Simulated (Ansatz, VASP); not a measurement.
# Al2C3 in VASP and in Ansatz

```
CELL_PARAMETERS angstrom
3.73491 0.00000 0.00000
0.00000 3.73491 0.00000
0.00000 0.00000 3.67884
ATOMIC_POSITIONS crystal
Al 0.00000 0.50000 0.50000
Al 0.50000 0.00000 0.50000
C 0.50000 0.50000 0.18672
C 0.50000 0.50000 0.81328
C 0.00000 0.00000 0.00000
```

Alike in both runs: functional PBE; k mesh 10 × 10 × 10; occupations gaussian, width 0.1 eV; no spin polarisation.

Ansatz relaxed the structure, and its values are those at the end. VASP's run is a single point on that final structure, the one shown.

|  | VASP | Ansatz |
| --- | --- | --- |
| version | VASP 6.6.1 | Ansatz 0.2.0 |
| potentials or method | VASP PAW PBE potentials, release 64 (Al, C) | scalar-relativistic, plane waves, PAW |
| plane-wave cutoff (eV) | 520 | 420 |
| valence electrons in the cell | 18 | 18 |

VASP gave:

```
gap on the k mesh at the Fermi level (eV) : none
pressure (GPa)                            : 0.0
rms of the force components (eV/Å)        : 0.027
```

**Question.** Which values does Ansatz return?

**Answer.** gap on the k mesh at the Fermi level (eV): none; pressure (GPa): 0.0; rms of the force components (eV/Å): 0.001.

A gap of «none» marks a metal or a gap that the smearing closes. With one functional, cell and mesh, what is left measures potentials, basis and numerics.
